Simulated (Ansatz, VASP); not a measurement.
# Cross-check of SiO2 (Cristobalite) between VASP and Ansatz, part 3 of 3

Wanted: the spread between two codes on one cell, functional and k mesh. The cell is taken from a series of runs on this material, whose earlier steps may have relaxed, scaled, displaced or heated it; both programs get it as it stands.

VASP 6.6.1 and Ansatz 0.2.0.

So far: Starting point; VASP: zone-centre phonons, LDA.

## (3) Ansatz: zone-centre phonons, LDA

Level of this step: Ansatz beside VASP: Kohn-Sham DFT, plane waves, LDA (Ansatz).

Ansatz runs on its PAW soft_1 files.

The same cell, functional (in two slightly different forms) and mesh now go to Ansatz, which takes its cutoff from its data sets.

input.yaml reads:

```yaml
crystal:
  lattice:
    - [4.9433740821, 0.0, 0.0]
    - [0.0, 4.9433740821, 0.0]
    - [0.0, 0.0, 6.8685341161]
  atoms:
    - { symbol: O, position: [0.2372244518, 0.1137106022, 0.1835256194] }
    - { symbol: O, position: [0.3862893978, 0.7372244518, 0.4335256194] }
    - { symbol: O, position: [0.7627755482, 0.8862893978, 0.6835256194] }
    - { symbol: O, position: [0.6137106022, 0.2627755482, 0.9335256194] }
    - { symbol: O, position: [0.7372244518, 0.3862893978, 0.5664743806] }
    - { symbol: O, position: [0.8862893978, 0.7627755482, 0.3164743806] }
    - { symbol: O, position: [0.2627755482, 0.6137106022, 0.0664743806] }
    - { symbol: O, position: [0.1137106022, 0.2372244518, 0.8164743806] }
    - { symbol: Si, position: [0.3045514045, 0.3045514045, 0.0] }
    - { symbol: Si, position: [0.1954485955, 0.8045514045, 0.25] }
    - { symbol: Si, position: [0.6954485955, 0.6954485955, 0.5] }
    - { symbol: Si, position: [0.8045514045, 0.1954485955, 0.75] }
kpoints:
  mp_grid: { grid: [4, 4, 4] }
hamiltonian:
  xc: lda
  pseudopotentials: { kind: paw, azcp: { folder: soft_1 }, xc_functional: pbe }
scf:
  occupations: { method: fixed }
output:
  eigenvalues: true
phonons:
  method: dfpt
  dielectric: true
  rigid_motions: translations
```

On the command line:

```
$ ansatz run input.yaml --threads 8 --pin off --max-ram 20480MiB --backend cpu --events-out ev --progress --plain --runs-dir out
```

Numbers of over 12 decimals in the logs are rounded to 6 here.

Output:

```text
Engine: ansatz 0.2.0, aarch64-unknown-linux-gnu
Pseudopotentials: kind: paw
Pseudopotential: O, paw, valence charge 6, recommended cutoff 420 eV (normal), soft_1/O.paw.azcp
Pseudopotential: Si, paw, valence charge 4, recommended cutoff 420 eV (normal), soft_1/Si.paw.azcp
Functional definition: SPW92
  exchange = slater_x
  correlation = pw_c
Crystal: 12 atoms, lattice volume = 167.846 Å³
Basis set: ecut = 420 eV, 3291 PW (Γ), exchange–correlation on 72×72×96 points (8 copies of the dense FFT grid, shifted against one another)
Bands: 44, of which v1, the nominal top of the filled ones, is band 32 counted from 1 (31 counted from 0)
Symmetry: 8 space group operations
k-points: 36 of 64 (irreducible under 1 space group operation, time reversal used)
Non-local potential: O, projectors of the file, l = 0: 2, l = 1: 2, l = 2: 1
Non-local potential: Si, projectors of the file, l = 0: 2, l = 1: 2, l = 2: 1
PAW form: soft (Blöchl's): semilocal exchange-correlation on the pseudo side does not see the compensation charge
PAW frozen core: O, regenerated for the run's functional, and the local potential with it (the file was generated under x = pbe(κ = 0.804, μ = 0.219515), c = pbe(β = 0.066725))
PAW frozen core: Si, regenerated for the run's functional, and the local potential with it (the file was generated under x = pbe(κ = 0.804, μ = 0.219515), c = pbe(β = 0.066725))
PAW one-centre angular grid: O, 110 points (default); XC on 64 Gauss nodes
PAW one-centre angular grid: Si, 110 points (default); XC on 64 Gauss nodes
Initial density: superposition of atomic densities (chi_scale 0.1, normalization cell, long waves kept (reshape's long-wave potential 0.00 eV rms))
Initial wavefunctions: pseudopotential atomic-orbital guess
Functional: x = slater, c = lda
SCF iter   1: F=—  HF=-6897.350670 eV  |F-HF|=—  |Δ(HF+E_count)|=         —  Δρ=1.20e-1  dr2=2.18e1  ethr=3.10e-3  ⟨swp⟩=4.7  Hψ=6461  notcnv=0  defer=326
preconditioner: auto → Resta (q_TF=auto, 2.323 Å⁻¹)  ε∞=2.6  [insulator: Δε(μ)=7.197 eV  Ē_g=17.904 eV  n_scr=36 (ndim 8)  ℏωp=22.9 eV  f_vac=0.093  ε∞_Penn≈2.6]
SCF iter   2: F=—  HF=-6891.142662 eV  |F-HF|=—  |Δ(HF+E_count)|=    6.21e0  Δρ=4.14e-2  dr2=1.18e0  ethr=3.10e-3  ⟨swp⟩=4.1  Hψ=4224  notcnv=0  defer=339
SCF iter   3: F=—  HF=-6890.871435 eV  |F-HF|=—  |Δ(HF+E_count)|=   2.71e-1  Δρ=1.94e-2  dr2=3.68e-1  ethr=1.85e-3  ⟨swp⟩=2.0  Hψ=1470  notcnv=0  defer=351
SCF iter   4: F=—  HF=-6890.787033 eV  |F-HF|=—  |Δ(HF+E_count)|=   8.44e-2  Δρ=1.45e-3  dr2=2.80e-3  ethr=5.76e-4  ⟨swp⟩=3.3  Hψ=2612  notcnv=0  defer=357
SCF iter   5: F=—  HF=-6890.788971 eV  |F-HF|=—  |Δ(HF+E_count)|=   1.94e-3  Δρ=2.51e-4  dr2=1.27e-4  ethr=4.37e-6  ⟨swp⟩=2.7  Hψ=2551  notcnv=0  defer=357
SCF iter   6: F=—  HF=-6890.789003 eV  |F-HF|=—  |Δ(HF+E_count)|=   3.18e-5  Δρ=5.43e-5  dr2=5.96e-6  ethr=1.99e-7  ⟨swp⟩=2.9  Hψ=2761  notcnv=0  defer=357
SCF iter   7: F=—  HF=-6890.789011 eV  |F-HF|=—  |Δ(HF+E_count)|=   8.39e-6  Δρ=8.06e-6  dr2=1.20e-7  ethr=9.31e-9  ⟨swp⟩=2.8  Hψ=2762  notcnv=0  defer=354
SCF iter   8: F=—  HF=-6890.789011 eV  |F-HF|=—  |Δ(HF+E_count)|=   1.21e-7  Δρ=1.77e-6  dr2=4.00e-9  ethr=1.87e-10  ⟨swp⟩=2.3  Hψ=2341  notcnv=0  defer=354
SCF iter   9: F=-6890.789011 eV  HF=-6890.789011 eV  |F-HF|=8.55e-11  |Δ(HF+E_count)|=   3.87e-9  Δρ=2.20e-7  dr2=5.02e-11  ethr=1.00e-12  ⟨swp⟩=17.2  Hψ=13926  notcnv=0
SCF 1 converged in 9 iterations: F = -6890.789011 eV  dr2 = 5.02e-11
  greatest PAW one-centre occupation: 0.856 electrons in one spin orbital (limit 2), on the O atom at site 3 (counted from 0), in its partial waves of l = 0
DFPT response loops at Γ: preconditioner auto → none (the input reference at scf.mixing.eps_inf says where Resta's filter doesn't serve); β = 0.50; Broyden in place of MSR1
── the response to a field inside a basis, on 4×4×4 k-points: an SCF that follows is theirs, and a resumed run solves both again ──
Bands: 33, of which v1, the nominal top of the filled ones, is band 32 counted from 1 (31 counted from 0)
k-points: 6 of 64 (time reversal used)
Initial density: handed on by an earlier stage of this run
Initial wavefunctions: pseudopotential atomic-orbital guess (no wavefunctions were taken with the density)
Eigensolver: Dense (6 Hₖ)
SCF iter   1: F=—  HF=-6890.618284 eV  |F-HF|=—  |Δ(HF+E_count)|=         —  Δρ=4.34e-4  dr2=8.75e-5  ethr=1.00e-1
preconditioner: auto → Resta (q_TF=auto, 2.323 Å⁻¹)  ε∞=3.7  [insulator: Δε(μ)=6.074 eV  Ē_g=14.082 eV  n_scr=36 (ndim 8)  ℏωp=22.9 eV  f_vac=0.199  ε∞_Penn≈3.7]
SCF iter   2: F=—  HF=-6890.618286 eV  |F-HF|=—  |Δ(HF+E_count)|=   2.22e-6  Δρ=1.98e-4  dr2=2.30e-5  ethr=1.37e-7
SCF iter   3: F=—  HF=-6890.618289 eV  |F-HF|=—  |Δ(HF+E_count)|=   3.47e-6  Δρ=6.70e-5  dr2=2.68e-6  ethr=3.59e-8
SCF iter   4: F=—  HF=-6890.618289 eV  |F-HF|=—  |Δ(HF+E_count)|=   8.90e-8  Δρ=6.70e-6  dr2=1.03e-7  ethr=4.18e-9
[...]
k-point 2: bands = [... 28 lower, 0.6710, 0.6710, 0.8364, 0.8364, 8.0601, 8.0601, 10.4241, 10.4241, ... 8 higher]
  k-point 35: bands = [... 28 lower, 0.6259, 0.6259, 0.6259, 0.6259, 10.2766, 10.2766, 10.2766, 10.2766, ... 8 higher]
--- Phonons (Γ-DFPT): 5 representative perturbations + reference, on 36 of 64 k-points (Σ response iterations 19) ---
  k mesh reduced under 1 symmetry operation, with k and −k counted as one. Each operation leaves every solved perturbation unchanged. A smaller set is not considered because the run solves the response to a homogeneous field
  ASR residual: 5.027e-5 → 0.000e0 eV/Å²; symmetrization residual: 2.577e-6 eV/Å²
  ASR residual per site (eV/Å²): 5.03e-5 5.03e-5 5.03e-5 5.03e-5 5.03e-5 5.03e-5 5.03e-5 5.03e-5 2.58e-5 2.58e-5 2.58e-5 2.58e-5
  Γ frequencies (cm⁻¹): 0.00 0.00 0.00 46.16 116.49 149.41 149.41 227.42 258.85 258.85 270.44 280.48 347.49 365.17 371.20 371.20 414.95 429.66 453.50 453.50 477.22 610.22 610.22 782.71 783.00 783.38 792.26 792.26 1077.41 1080.08 1080.08 1080.89 1085.83 1120.73 1190.43 1190.43
  ε∞ (high-frequency dielectric tensor):
        2.326370     0.000000     0.000000
        0.000000     2.326370     0.000000
        0.000000     0.000000     2.312485
  ε⁰ (static dielectric tensor: ions relaxed, cell fixed):
        4.215129    -0.000000     0.000000
       -0.000000     4.215129    -0.000000
        0.000000    -0.000000     3.969644
  ε⁰ − ε∞ (ionic part):
        1.888759    -0.000000     0.000000
       -0.000000     1.888759    -0.000000
        0.000000    -0.000000     1.657159
  softest optical mode at Γ: 46.16 cm⁻¹; the repairs (sum rule, projections) moved no ω² at Γ by more than (1.64 cm⁻¹)²
  Born effective charges Z* (e; rows j = field, columns β = displacement):
    site 0:
        -1.04437   -0.17093    0.07755
        -0.23269   -2.30035    0.79344
         0.22223    0.79221   -1.64495
    site 1:
        -2.30035    0.23269   -0.79344
         0.17093   -1.04437    0.07755
        -0.79221    0.22223   -1.64495
    site 2:
        -1.04437   -0.17093   -0.07755
        -0.23269   -2.30035   -0.79344
        -0.22223   -0.79221   -1.64495
    site 3:
        -2.30035    0.23269    0.79344
         0.17093   -1.04437   -0.07755
         0.79221   -0.22223   -1.64495
    site 4:
        -1.04437    0.17093   -0.07755
         0.23269   -2.30035    0.79344
        -0.22223    0.79221   -1.64495
    site 5:
[...]
site 6:
[...]
site 7:
[...]
site 8:
[...]
site 9:
[...]
site 10:
[...]
site 11:
[...]
Z* charge neutrality: 5.895e-3 e pre-enforcement
  solved inside a basis spanned on kpoints, on 4×4×4 k-points, its susceptibility summed on 8×8×6: ε∞ is read to err by 8.4e-3, Z* by 1.2e-2 e (field_mesh: kpoints solves on kpoints); Z* is corrected for what the basis lacks
  optical modes at Γ without the LO–TO term, one row a degenerate level:
      ω (cm⁻¹)  modes    IR ((D/Å)²/amu)
[...]
optical modes at Γ + LO–TO along q̂ = [1.0000, 0.0000, 0.0000]:
      ω (cm⁻¹)  modes    IR ((D/Å)²/amu)
[...]
optical modes at Γ + LO–TO along q̂ = [0.0000, 1.0000, 0.0000]:
      ω (cm⁻¹)  modes    IR ((D/Å)²/amu)
[...]
optical modes at Γ + LO–TO along q̂ = [0.0000, 0.0000, 1.0000]:
      ω (cm⁻¹)  modes    IR ((D/Å)²/amu)
[...]
792.26      2             0.0617
        805.97      1             4.4843
       1077.41      1             0.0000
       1080.08      2           115.6553
       1080.89      1             0.0000
       1120.73      1             0.0000
       1190.43      2             2.9211
       1229.38      1            65.3119
```

In the SCF lines HF is the Harris–Foulkes energy and dr2 the Hartree energy of the density residual, in eV; the loop may stop once dr2 is under the threshold and the program's other checks hold. Hψ counts applications of the Hamiltonian.

## (4) Side by side

Known differences besides the potentials themselves: fixed occupations in Ansatz, narrow Gaussian smearing in VASP; VASP's response is taken on the typed mesh, Ansatz refines its own for the field response alone; the cutoff is 420 eV in Ansatz and 600 eV in VASP; VASP's log shows a relativistic correction to its local exchange, Ansatz's none. Total energies have different zeros and are not compared.

Compared:

| quantity | Ansatz | VASP | difference |
| --- | --- | --- | --- |
| ε∞ xx | 2.33 | 2.32 | +0.49 % |
| ε∞ yy | 2.33 | 2.32 | +0.49 % |
| ε∞ zz | 2.31 | 2.30 | +0.47 % |
| Born charge of O1 (mean of the diagonal) (e) | -1.66 | -1.65 | -0.01 |
| Born charge of Si9 (mean of the diagonal) (e) | 3.33 | 3.30 | +0.03 |
| optical mode 1 (cm⁻¹) | 46.2 | 41.5 | +4.7 |
| optical mode 2 (cm⁻¹) | 116.5 | 115.5 | +0.83 % |
| optical mode 3 to 4 (cm⁻¹) | 149.4 | 150.2 | -0.51 % |
| optical mode 5 (cm⁻¹) | 227.4 | 226.6 | +0.34 % |
| optical mode 6 to 7 (cm⁻¹) | 258.9 | 260.8 | -0.73 % |
| optical mode 8 (cm⁻¹) | 270.4 | 272.2 | -0.63 % |
| optical mode 9 (cm⁻¹) | 280.5 | 282.4 | -0.69 % |
| optical mode 10 (cm⁻¹) | 347.5 | 348.8 | -0.39 % |
| optical mode 11 (cm⁻¹) | 365.2 | 366.0 | -0.23 % |
| optical mode 12 to 13 (cm⁻¹) | 371.2 | 373.3 | -0.56 % |
| optical mode 14 (cm⁻¹) | 414.9 | 414.9 | +0.02 % |
| optical mode 15 (cm⁻¹) | 429.7 | 432.1 | -0.56 % |
| optical mode 16 to 17 (cm⁻¹) | 453.5 | 455.8 | -0.50 % |
| optical mode 18 (cm⁻¹) | 477.2 | 479.3 | -0.44 % |
| optical mode 19 to 20 (cm⁻¹) | 610.2 | 612.4 | -0.35 % |
| optical mode 21 (cm⁻¹) | 782.7 | 783.1 | -0.05 % |
| optical mode 22 (cm⁻¹) | 783.0 | 784.6 | -0.20 % |
| optical mode 23 (cm⁻¹) | 783.4 | 785.2 | -0.24 % |
| optical mode 24 to 25 (cm⁻¹) | 792.3 | 793.2 | -0.11 % |
| optical mode 26 (cm⁻¹) | 1077.4 | 1086.0 | -0.79 % |
| optical mode 27 to 28 (cm⁻¹) | 1080.1 | 1088.8 | -0.80 % |

Modes are paired by rising frequency, not by their patterns, so a pair may set unlike modes beside each other; they are those without the splitting of longitudinal modes.

## (5) Summary of results

| Quantity | Value |
| --- | --- |
| r.m.s. difference of the optical zone-centre modes, each program's sorted by frequency (zone-centre phonons, LDA) | 4.0 cm⁻¹ |
| difference in optical mode 2 (zone-centre phonons, LDA) | +0.8 % |

In words: The r.m.s. difference of the optical zone-centre modes, each program's sorted by frequency is 4.0 cm⁻¹ (zone-centre phonons, LDA). Among the rows given in per cent, the largest difference of the zone-centre phonons, LDA pair is in optical mode 2, +0.8 %. Such differences can come from data sets, numerical settings and the points named under the comparisons, not from the functional's error against experiment.

[Lines on the potential files, build, host, timing and source positions are cut from VASP's logs without a mark.]

[Logs are printed without paths, hosts, clocks, repeated set-up lines and the standing remarks that a program may print on its own settings, such as how far it seeks lower states.]

[Hosts, paths, dates, database ids (printed as entryN), source tags and the programs' standing remarks are cut or masked in the printed files.]
